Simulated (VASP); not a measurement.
Here is the system:

```
PbF2
1.0
    0.00000     2.99706     2.99706
    2.99706     0.00000     2.99706
    2.99706     2.99706     0.00000
Pb F
1 2
Direct
  0.00000   0.00000   0.00000
  0.25000   0.25000   0.25000
  0.75000   0.75000   0.75000
```

Method: PBE GGA, VASP's PBE PAW potentials (set 64) (plane waves; VASP). Settings: 600 eV cut-off, 6×6×6 Γ-centred mesh, Gaussian smearing of 0.050 eV, potentials Pb_d F.

Question: The ions, cell shape and volume at an external pressure of 1.0 GPa are relaxed. Give the cell that the relaxation ends in.

Answer: 
```
PbF2
1.0
    0.00000     2.98231     2.98231
    2.98231     0.00000     2.98231
    2.98231     2.98231     0.00000
Pb F
1 2
Direct
  0.00000   0.00000   0.00000
  0.25000   0.25000   0.25000
  0.75000   0.75000   0.75000
```
Space group Fm-3m (225), at a tolerance of 0.03 Å.

Question: How do energy and volume change from the first to the last step?

Answer: The energy (σ→0) changes by +0.8 meV/atom and the volume by -1.5 %, in 3 ionic steps.

| step | E(σ→0) (eV) | max force (eV/Å) | pressure (GPa) | volume (Å³) |
|---|---|---|---|---|
| 1 | -14.3540 | 0.000 | -0.02 | 53.84 |
| 2 | -14.3510 | 0.000 | 1.12 | 52.96 |
| 3 | -14.3516 | 0.000 | 1.00 | 53.05 |

The compound is PbF2 in the fluorite structure, the β form. This run relaxes it under an external pressure of 1 GPa. Symmetry was kept, so distortions that lower it aren't found.
